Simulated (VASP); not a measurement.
Output of a VASP run:

**OSZICAR**
```
       N       E                     dE             d eps       ncg     rms          rms(c)
DAV:   1     0.524999435580E+02    0.52500E+02   -0.49608E+03  2328   0.106E+03
DAV:   2     0.299625713366E+01   -0.49504E+02   -0.49146E+02  2648   0.240E+02
DAV:   3     0.241367110585E+01   -0.58259E+00   -0.57248E+00  3344   0.263E+01
DAV:   4     0.240238337056E+01   -0.11288E-01   -0.11282E-01  3200   0.248E+00
DAV:   5     0.240232458944E+01   -0.58781E-04   -0.58777E-04  3424   0.117E-01    0.595E+00
DAV:   6     0.241180604814E+01    0.94815E-02   -0.61425E-02  3296   0.264E+00    0.374E+00
DAV:   7     0.240160211154E+01   -0.10204E-01   -0.44921E-02  3880   0.214E+00    0.101E+00
DAV:   8     0.240102777688E+01   -0.57433E-03   -0.37271E-03  2736   0.651E-01    0.203E-01
DAV:   9     0.240105588410E+01    0.28107E-04   -0.13734E-04  3384   0.123E-01    0.732E-02
DAV:  10     0.240104567351E+01   -0.10211E-04   -0.86173E-06  2768   0.436E-02    0.119E-02
DAV:  11     0.240104577438E+01    0.10087E-06   -0.10179E-07  1664   0.464E-03
   1 F= 0.71983943E+01 E0= 0.71982393E+01  d E =0.719839E+01
```

### OUTCAR
```
------------------------ aborting loop because EDIFF is reached ----------------------------------------
  FORCE on cell =-STRESS in cart. coord.  units (eV):
  Direction    XX          YY          ZZ          XY          YZ          ZX
  --------------------------------------------------------------------------------------
  Total        4.8070123      4.8070123      4.8070123      0.0000000     -0.0000000     -0.0000000
  in kB      450.9064782    450.9064782    450.9064782      0.0000000     -0.0000000     -0.0000000
  external PRESSURE =       0.9064782 kB  Pullay stress =     450.0000000 kB
  volume of cell :       17.08
      direct lattice vectors                 reciprocal lattice vectors
    -1.622357086  1.622357086  1.622357086     0.000000000  0.308193556  0.308193556
     1.622357086 -1.622357086  1.622357086     0.308193556  0.000000000  0.308193556
     1.622357086  1.622357086 -1.622357086     0.308193556  0.308193556  0.000000000
 POSITION                                       TOTAL-FORCE (eV/Angst)
 -----------------------------------------------------------------------------------
      0.00000      0.00000      0.00000         0.000000      0.000000      0.000000
 -----------------------------------------------------------------------------------
    total drift:                                0.000000     -0.000000     -0.000000
  FREE ENERGIE OF THE ION-ELECTRON SYSTEM (eV)
  ---------------------------------------------------
  free  energy   TOTEN  =         2.4010457744 eV

  energy  without entropy=        2.4005808431  energy(sigma->0) =        2.40089080
  enthalpy is  TOTEN    =         7.1983943214 eV   P V=        4.7973485470

 reached required accuracy - stopping structural energy minimisation
```
(Selected blocks of OUTCAR.)

File POSCAR:
```
K
1
   -1.6223570862     1.6223570862     1.6223570862
    1.6223570862    -1.6223570862     1.6223570862
    1.6223570862     1.6223570862    -1.6223570862
K
1
Direct
  0.0000000000   0.0000000000   0.0000000000
```

Q: Reconstruct the remaining input files.

A: One answer among several that fit: the input of the run itself, PBE GGA, plane waves, VASP's PBE PAW potentials (set 64).

**INCAR**
```
ALGO = Normal
EDIFF = 1E-6
EDIFFG = -0.02
ENCUT = 500
GGA = PE
IBRION = 2
ISIF = 3
ISMEAR = 1
LASPH = .True.
LCHARG = .False.
LREAL = .False.
LWAVE = .False.
NELM = 100
NSW = 40
PREC = Accurate
PSTRESS = 450
SIGMA = 0.1
SYSTEM = K
```

KPOINTS:
```
Automatic mesh
0
Gamma
16 16 16
0 0 0
```

POTCAR, in this order: K_sv (PBE.64 set). Program: vasp_std.

The compound is K in the bcc structure. It was relaxed first under an external pressure of 45 GPa.
